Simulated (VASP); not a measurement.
Given:

```yaml
crystal:
  lattice:
    - [0.00000, 3.27394, 3.27394]
    - [3.27394, 0.00000, 3.27394]
    - [3.27394, 3.27394, 0.00000]
  atoms:
    - { symbol: K, position: [0.00000, 0.00000, 0.00000] }
    - { symbol: Br, position: [0.50000, 0.50000, 0.50000] }
```

Computed with vdW-DF2, VASP's PBE PAW potentials (set 64) (plane waves; VASP). Run with 520 eV cut-off, 7×7×7 Γ-centred mesh, Gaussian smearing of 0.050 eV, potentials K_sv Br.

Q: Give the stress tensor in GPa (positive for a compressed cell).

A: 
```
1.17  0.00  0.00
0.00  1.17  0.00
0.00  0.00  1.17
```
The pressure is its mean diagonal, 1.17 GPa.

The compound is KBr in the rock salt structure. This cell is one point of a volume scan, at 0.94 of the reference volume.
